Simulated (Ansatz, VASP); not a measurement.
## One calculation of HfAlB4, two programs

```
CELL_PARAMETERS angstrom
2.96962 0.00000 0.00000
-1.48481 2.57177 0.00000
0.00000 0.00000 6.41438
ATOMIC_POSITIONS crystal
Hf 0.00000 0.00000 0.00000
Al 0.00000 0.00000 0.50000
B 0.33333 0.66667 0.25000
B 0.33333 0.66667 0.75000
B 0.66667 0.33333 0.25000
B 0.66667 0.33333 0.75000
```

Alike in both runs: task relaxation of cell and atoms; functional PBE; k mesh 6 × 6 × 4; occupations gaussian, width 0.1 eV; no spin polarisation.

```csv
,VASP,Ansatz
version,VASP 6.6.1,Ansatz 0.2.0
potentials or method,"VASP PAW PBE potentials, release 64 (Hf_pv, Al, B)","scalar-relativistic, plane waves, PAW"
plane-wave cutoff (eV),600,420
valence electrons in the cell,25,41
```

|  | VASP | Ansatz | Ansatz less VASP |
| --- | --- | --- | --- |
| gap on the k mesh at the Fermi level, each at its own relaxed structure (eV) | none | none | - |
| relaxed volume (Å³/atom) | 9.29 | 9.30 | +0.014 |
| relaxed cell length with the largest relative difference (Å) | 3.052 | 3.053 | +0.0016 |
| energy change over the relaxation (meV/atom) | -176 | -177 | -1.1 |

A gap of «none» marks a metal or a gap that the smearing closes. The two sets of potentials don't hold the same shells in valence.

Caveats: the k mesh is coarse (spacing up to 0.41 Å⁻¹), so the values aren't converged. The runs have no spin-orbit coupling, so splittings on Hf are missing.
